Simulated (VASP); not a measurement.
# Ga2Ge2O3 (R-3m) in VASP: a series of runs

The runs below take Ga2Ge2O3 through relaxation of cell and atoms, with PBE.

Program: VASP 6.6.1. These are calculated values, not measurements. Logs are shortened: lines on timing, memory, paths and dates and some standing lists are left out, and cuts for length are marked.

## (1) Starting point

Symmetry: R-3m, No. 166, trigonal system. The conventional cell has a = 5.082 Å, b = 5.082 Å, c = 12.297 Å, α = 90.00°, β = 90.00°, γ = 120.00°. Around Ga (site symmetry -3m) lie 6 O at 2.54 Å and 2 Ge at 2.68 Å. Ga (site symmetry -3m) has 6 O at 2.52 Å as nearest neighbours. Ge (site symmetry 3m) is surrounded by 3 O at 2.04 Å. O (site symmetry 2/m) is surrounded by 2 Ge at 2.04 Å.

The cell was built by a generator and needn't be a form met in nature.

## (2) Relaxation of cell and atoms, PBE

Contents of INCAR:

```
ALGO     = Fast           # electronic algorithm
EDIFF    = 1E-4           # SCF threshold, eV
EDIFFG   = -0.08          # ionic threshold
ENCUT    = 520            # plane-wave cutoff, eV
GGA      = PE             # functional
IBRION   = 2              # ionic algorithm
ISIF     = 3              # what is computed and relaxed
ISMEAR   = 0              # smearing method
KPAR     = 4            
LASPH    = T              # aspherical terms in the spheres
LCHARG   = F              # write CHGCAR
LREAL    = F              # projectors in reciprocal space
LWAVE    = F              # write WAVECAR
NELM     = 60             # most SCF steps
NSW      = 24             # ionic steps
PREC     = Normal         # precision mode
SIGMA    = 0.15           # smearing width, eV
```

Contents of KPOINTS:

```
k-points
0
Gamma
  4 4 4
```

Contents of POSCAR:

```
Ga2Ge2O3
1.0
    2.5408901500      1.4669836100      4.0991457500
   -2.5408901500      1.4669836100      4.0991457500
    0.0000000000     -2.9339672200      4.0991457500
Ga Ge O
2 2 3
Direct
    0.5000000000      0.5000000000      0.5000000000
    0.0000000000      0.0000000000      0.0000000000
    0.7177043600      0.7177043600      0.7177043600
    0.2822956400      0.2822956400      0.2822956400
    0.5000000000      0.0000000000      0.0000000000
    0.0000000000      0.0000000000      0.5000000000
    0.0000000000      0.5000000000      0.0000000000
```

Potentials or basis: VASP PAW PBE potentials, release 64 (Ga_d, Ge_d, O).

The run is started by

```sh
$ cat potpaw_PBE.64/Ga_d/POTCAR potpaw_PBE.64/Ge_d/POTCAR potpaw_PBE.64/O/POTCAR > POTCAR
$ mpirun -np 4 vasp_std > vasp.out
```

OUTCAR:

```text
EDIFF = 1E-4
   EDIFFG = -0.08
   ENCUT = 520
   GGA = PE
   IBRION = 2
   ISIF = 3
   ISMEAR = 0
   LASPH = T
   LREAL = F
   NELM = 60
   NSW = 24
   PREC = Normal

 ion  position               nearest neighbor table
   1  0.500  0.500  0.500-   3 2.68   4 2.68
   2  0.000  0.000  0.000-
   3  0.718  0.718  0.718-   6 2.04   5 2.04   7 2.04   1 2.68
   4  0.282  0.282  0.282-   6 2.04   5 2.04   7 2.04   1 2.68
   5  0.500  0.000  0.000-   3 2.04   4 2.04
   6  0.000  0.000  0.500-   3 2.04   4 2.04
   7  0.000  0.500  0.000-   3 2.04   4 2.04

  LATTYP: Found a trigonal (rhomboedric) cell.
 ALAT       =     5.0409482785
 COS(alpha) =     0.4918671269

  Lattice vectors:

 A1 = (   2.5408901500,   1.4669836100,   4.0991457500)
 A2 = (  -2.5408901500,   1.4669836100,   4.0991457500)
 A3 = (   0.0000000000,  -2.9339672200,   4.0991457500)

Analysis of symmetry for initial positions (statically):
=====================================================================
 Subroutine PRICEL returns:
 Original cell was already a primitive cell.

 Routine SETGRP: Setting up the symmetry group for a
 trigonal (rhombohedral) supercell.

 Subroutine GETGRP returns: Found 12 space group operations
 (whereof 12 operations were pure point group operations)
 out of a pool of 12 trial point group operations.

The static configuration has the point symmetry D_3d.

Analysis of symmetry for dynamics (positions and initial velocities):
=====================================================================
 Subroutine PRICEL returns:
 Original cell was already a primitive cell.

 Routine SETGRP: Setting up the symmetry group for a
 trigonal (rhombohedral) supercell.

 Subroutine GETGRP returns: Found 12 space group operations
 (whereof 12 operations were pure point group operations)
 out of a pool of 12 trial point group operations.

The dynamic configuration has the point symmetry D_3d.

 Subroutine INISYM returns: Found 12 space group operations
 (whereof 12 operations are pure point group operations),
 and found     1 'primitive' translations

----------------------------------------------------------------------------------------

                                     Primitive cell

  volume of cell :      91.6760

[... 78 lines left out ...]
   ISTART =      0    job   : 0-new  1-cont  2-samecut
   ICHARG =      2    charge: 1-file 2-atom 10-const
   ISPIN  =      1    spin polarized calculation?
   LNONCOLLINEAR =      F non collinear calculations
   LSORBIT =      F    spin-orbit coupling
   LASPH  =      T    aspherical Exc in radial PAW
   ENCUT  =  520.0 eV  38.22 Ry    6.18 a.u.   9.37  9.37  9.37*2*pi/ulx,y,z
   NELM   =     60;   NELMIN=  2; NELMDL= -5     # of ELM steps
   EDIFF  = 0.1E-03   stopping-criterion for ELM
   LREAL  =      F    real-space projection
   EDIFFG = -.8E-01   stopping-criterion for IOM
   NSW    =     24    number of steps for IOM
   IBRION =      2    ionic relax: 0-MD 1-quasi-New 2-CG
   NFREE  =      1    steps in history (QN), initial steepest desc. (CG)
   ISIF   =      3    stress and relaxation
   ISYM   =      2    0-nonsym 1-usesym 2-fastsym
   POTIM  = 0.5000    time-step for ionic-motion
   TEBEG  =    0.0;   TEEND  =   0.0 temperature during run
   PSTRESS=    0.0 pullay stress
   NELECT =      72.0000    total number of electrons
   NUPDOWN=      -1.0000    fix difference up-down
   EMIN   =  10.00;   EMAX   =-10.00  energy-range for DOS
   EFERMI =   0.00;   METHOD = LEGACY
   ISMEAR =     0;   SIGMA  =   0.15  broadening in eV -4-tet -1-fermi 0-gaus
   EFERMI_NEDOS =   21; number of points for ismear=-14 and -15
   IALGO  =     68    algorithm
   IMIX   =      4    mixing-type and parameters
     AMIX     =   0.40;   BMIX     =  1.00
     AMIX_MAG =   1.60;   BMIX_MAG =  1.00
  volume/ion in A,a.u.               =      13.10        88.38
  Fermi-wavevector in a.u.,A,eV,Ry     =   1.510429  2.854298 31.040287  2.281397
  Thomas-Fermi vector in A             =   2.620620
   LORBIT       =      0    0 simple, 1 ext, 2 COOP (PROOUT), +10 PAW based schemes
   GGA     = PE    functional components
   LHFCALC =     F    Hartree Fock is set to
   AEXX    =    0.0000 exact exchange contribution
   IVDW    =     0    specifies the selected vdW correction
   LEPSILON=     F    determine dielectric tensor
   LRPA    =     F    only Hartree local field effects (RPA)
 conjugate gradient relaxation of ions
 non-spin polarized calculation
 RMM-DIIS sequential band-by-band and
 Gauss-broadening in eV      SIGMA  =   0.15
  energy-cutoff  :      520.00
  volume of cell :       91.68
 maximum number of plane-waves:      2490
   NGX = 19   NGY = 19   NGZ = 19

--------------------------------------- Ionic step        1  -------------------------------------------

 number of electron      71.9999972 magnetization

 Free energy of the ion-electron system (eV)
  ---------------------------------------------------
  ext. energy  EPLUGINS =         0.00000000
  ---------------------------------------------------
  free energy    TOTEN  =       -32.35361355 eV

  energy without entropy =      -32.31780561  energy(sigma->0) =      -32.33570958

------------------------ aborting loop because EDIFF is reached ----------------------------------------

  FORCE on cell =-STRESS in cart. coord.  units (eV):
  Direction    XX          YY          ZZ          XY          YZ          ZX
  --------------------------------------------------------------------------------------
  -------------------------------------------------------------------------------------
  Total        4.7134686      4.7134686     -5.3081150      0.0000000      0.0000000      0.0000000
  in kB       82.3750018     82.3750016    -92.7673479      0.0000000      0.0000000      0.0000000
  external PRESSURE =      23.9942185 kB  Pullay stress =       0.0000000 kB
[... 1317 lines left out ...]
     42       8.3921      0.00000
     43       8.7222      0.00000

[... ionic steps 4 to 17 ...]

--------------------------------------- Ionic step       18  -------------------------------------------

 number of electron      71.9999803 magnetization

------------------------ aborting loop because EDIFF is reached ----------------------------------------
[... 77 lines left out ...]
--------------------------------------- Ionic step       20  -------------------------------------------

 number of electron      71.9999831 magnetization

 Free energy of the ion-electron system (eV)
  ---------------------------------------------------
  ext. energy  EPLUGINS =         0.00000000
  ---------------------------------------------------
  free energy    TOTEN  =       -35.20622084 eV

  energy without entropy =      -35.20622083  energy(sigma->0) =      -35.20622083

 E-fermi :   4.1356     XC(G=0):  -9.9422

 val. band max:        3.5875041295   @ k =   0.2500   0.2500   0.2500
 cond. band min:       4.6915253843   @ k =   0.5000   0.5000  -0.0000
 fundamental gap:      1.1040212548
 Fermi energy:         4.1355833228
[... 630 lines left out ...]
  FREE ENERGIE OF THE ION-ELECTRON SYSTEM (eV)
  ---------------------------------------------------
  free  energy   TOTEN  =       -35.2062208389 eV

  energy  without entropy=      -35.2062208304  energy(sigma->0) =      -35.20622083

 reached required accuracy - stopping structural energy minimisation
```

OSZICAR:

```text
N       E                     dE             d eps       ncg     rms          rms(c)
DAV:   1     0.818253270731E+03    0.81825E+03   -0.34356E+04  1379   0.398E+03
DAV:   2     0.147427714621E+03   -0.67083E+03   -0.64866E+03  1118   0.925E+02
DAV:   3    -0.230653416614E+02   -0.17049E+03   -0.16640E+03  1310   0.259E+02
DAV:   4    -0.375089894850E+02   -0.14444E+02   -0.14249E+02  1244   0.834E+01
[... 186 lines left out ...]
       N       E                     dE             d eps       ncg     rms          rms(c)
DAV:   1    -0.352067569253E+02   -0.57258E-03   -0.57622E-02  1339   0.147E+00    0.158E-01
RMM:   2    -0.352063979181E+02    0.35901E-03   -0.12125E-03  1355   0.301E-01    0.902E-02
RMM:   3    -0.352062189804E+02    0.17894E-03   -0.64382E-04  1162   0.191E-01    0.145E-02
RMM:   4    -0.352062208389E+02   -0.18585E-05   -0.16889E-04   741   0.101E-01
  20 F= -.35206221E+02 E0= -.35206221E+02  d E =-.995528E-03
```

Wall time 97 s (4 MPI ranks of Intel Xeon Platinum 8488C (Sapphire Rapids), shared host); peak memory 0.19 GiB.

Results:

```
Free energy                            : -35.2062 eV
Relaxed volume                         : 17.15 Å³/atom
Relaxed cell                           : a = 5.460 Å, b = 5.460 Å, c = 5.460 Å, α = 61.92°, β = 61.92°, γ = 61.92°
Space group after relaxing (to 0.05 Å) : R-3m (No. 166)
Energy gained by relaxing              : 407.5 meV/atom
Ionic steps                            : 20
Pressure after relaxing                : 0.2 GPa
Largest force after relaxing           : 0.007 eV/Å
Band gap on the k mesh                 : 1.10 eV, indirect (least direct gap 1.36 eV)
```

Forces in eV/Å, atoms in the order of the input:
```
Ga   0.000  0.000  0.000
Ga   0.000  0.000  0.000
Ge   0.000  0.000  0.007
Ge   0.000  0.000 -0.007
O    0.000  0.000  0.000
O    0.000  0.000  0.000
O    0.000  0.000  0.000
```

The path:
```
step  energy change (eV)  largest force (eV/Å)  pressure (GPa)  volume (Å³)
   1              0.0000                3.1739            2.40        91.68
   2             -1.2315                2.1607            9.03        94.15
   3             -1.1361                2.7112           21.77        97.95
   4             -1.6663                0.2447           14.79        96.14
   5             -2.2926                0.0018            7.52       105.71
   6             -2.4568                0.2797            3.63       112.12
   7             -2.4714                0.3811            2.72       114.32
   8             -2.6376                0.2708            0.85       115.64
   9             -2.7136                1.0737           -1.16       117.23
  10             -2.7901                0.6270            0.06       116.44
  11             -2.8161                0.2624            1.37       115.78
  12             -2.8176                0.1757            1.98       115.59
  13             -2.8421                0.2021            0.92       117.97
  14             -2.8499                0.2045           -0.48       120.74
  15             -2.8501                0.2223           -0.14       120.22
  16             -2.8501                0.2040           -0.79       120.40
  17             -2.8481                0.2007            0.80       118.99
  18             -2.8516                0.1051            0.41       119.89
  19             -2.8526                0.1041            0.02       120.09
  20             -2.8526                0.0073            0.24       120.02
```

Final structure:
```xyz
7
Lattice="2.8086 1.6216 4.3922 -2.8086 1.6216 4.3922 0.0000 -3.2431 4.3922" Properties=species:S:1:pos:R:3 pbc="T T T"
Ga    0.0000    0.0000    6.5883
Ga    0.0000    0.0000    0.0000
Ge    0.0000    0.0000    9.9957
Ge    0.0000    0.0000    3.1810
O     1.4043    0.8108    2.1961
O     0.0000   -1.6216    2.1961
O    -1.4043    0.8108    2.1961
```

Levels at points of the mesh, in eV from the valence-band top:
| k point | band 32 | band 33 | band 34 | band 35 | band 36 | band 37 | band 38 | band 39 | band 40 | band 41 |
| --- | --- | --- | --- | --- | --- | --- | --- | --- | --- | --- |
| (0.00, 0.00, 0.00) | -2.82 | -2.43 | -2.43 | -1.99 | -0.48 | 1.85 | 1.85 | 3.31 | 3.36 | 3.36 |
| (0.50, 0.00, 0.00) | -3.27 | -2.23 | -1.99 | -1.46 | -0.82 | 2.37 | 2.41 | 3.16 | 3.67 | 4.34 |
| (0.50, 0.50, 0.00) | -2.38 | -2.16 | -2.12 | -1.29 | -0.26 | 1.10 | 1.45 | 2.71 | 4.25 | 4.80 |
| (0.50, 0.50, 0.50) | -2.33 | -2.33 | -1.98 | -1.20 | -0.64 | 1.82 | 1.82 | 3.24 | 3.59 | 3.59 |

Caveat: the volume moved by over 15 % at a fixed basis, so the end points are rough; the relaxation stopped at a loose force limit of 0.08 eV/Å, so its end isn't a converged minimum.

## (3) Relaxation of cell and atoms, PBE

This run uses another cell than the first one, of 17.59 Å³/atom, 1.343 times its volume.

Changes to INCAR since step 2:

```diff
@@ -8,3 +8,2 @@
 ISMEAR   = 0              # smearing method
-KPAR     = 4            
 LASPH    = T              # aspherical terms in the spheres
```

Contents of KPOINTS:

```
k-points
0
Gamma
  3 3 3
```

Contents of POSCAR:

```
Ga2Ge2O3
1.0
    5.3532799100      0.0000000000      0.0000000000
   -2.6766399500      4.6360763900      0.0000000000
    0.0000000000      0.0000000000      4.9609800400
Ga Ge O
2 2 3
Direct
    0.0000000000      0.0000000000      0.5000000000
    0.0000000000      0.0000000000      0.0000000000
    0.3333333300      0.6666666700      0.0000000000
    0.6666666700      0.3333333300      0.0000000000
    0.5000000000      0.0000000000      0.0000000000
    0.0000000000      0.5000000000      0.0000000000
    0.5000000000      0.5000000000      0.0000000000
```

Potentials or basis: VASP PAW PBE potentials, release 64 (Ga_d, Ge_d, O).

The run is started by

```sh
$ cat potpaw_PBE.64/Ga_d/POTCAR potpaw_PBE.64/Ge_d/POTCAR potpaw_PBE.64/O/POTCAR > POTCAR
$ mpirun -np 4 vasp_std > vasp.out
```

Run time: 40 s. Hardware: 4 MPI ranks of Intel Xeon Platinum 8488C (Sapphire Rapids), shared host; peak memory 0.13 GiB.

The run converged. Its results:

- Free energy: -31.8432 eV
- Relaxed volume: 26.12 Å³/atom
- Relaxed cell: a = 6.354 Å, b = 6.354 Å, c = 5.229 Å, α = 90.00°, β = 90.00°, γ = 120.00°
- Space group after relaxing (to 0.05 Å): P6/mmm (No. 191)
- Energy gained by relaxing: 1172.2 meV/atom
- Ionic steps: 9
- Pressure after relaxing: 0.1 GPa
- Band gap on the k mesh: none (metal or under the smearing width)

Stress tensor (GPa, compression positive):
```
 0.37  0.00  0.00
 0.00  0.37  0.00
 0.00  0.00 -0.49
```

The path:
```csv
step,energy change (eV),largest force (eV/Å),pressure (GPa),volume (Å³)
1,0.0000,0.0000,47.93,123.12
2,-3.8577,0.0000,-13.46,235.83
3,-8.1551,0.0000,0.41,177.19
4,-8.1578,0.0000,0.75,176.01
5,-8.1549,0.0000,1.47,174.85
6,-8.1943,0.0000,0.78,178.14
7,-8.2070,0.0000,0.76,181.54
8,-8.1624,0.0000,-0.44,188.36
9,-8.2053,0.0000,0.08,182.83
```

Final structure:
```
Ga Ge O
1.0
     6.35414    0.00000    0.00000
    -3.17707    5.50285    0.00000
     0.00000    0.00000    5.22874
Ga Ge O
2 2 3
Direct
  0.00000 0.00000 0.50000
  0.00000 0.00000 0.00000
  0.33333 0.66667 0.00000
  0.66667 0.33333 0.00000
  0.50000 0.00000 0.00000
  0.00000 0.50000 0.00000
  0.50000 0.50000 0.00000
```

Levels at points of the mesh, in eV from the Fermi level:
```csv
k point,band 32,band 33,band 34,band 35,band 36,band 37,band 38,band 39,band 40,band 41
"(0.00, 0.00, 0.00)",-4.26,-4.24,-3.80,-2.37,-1.68,0.26,0.29,0.29,2.08,2.97
```

Caveat: the k mesh is coarse (spacing up to 0.45 Å⁻¹), so the values aren't converged; the volume moved by over 15 % at a fixed basis, so the end points are rough; the relaxation stopped at a loose force limit of 0.08 eV/Å, so its end isn't a converged minimum.

(Continued in part 2 of 2.)
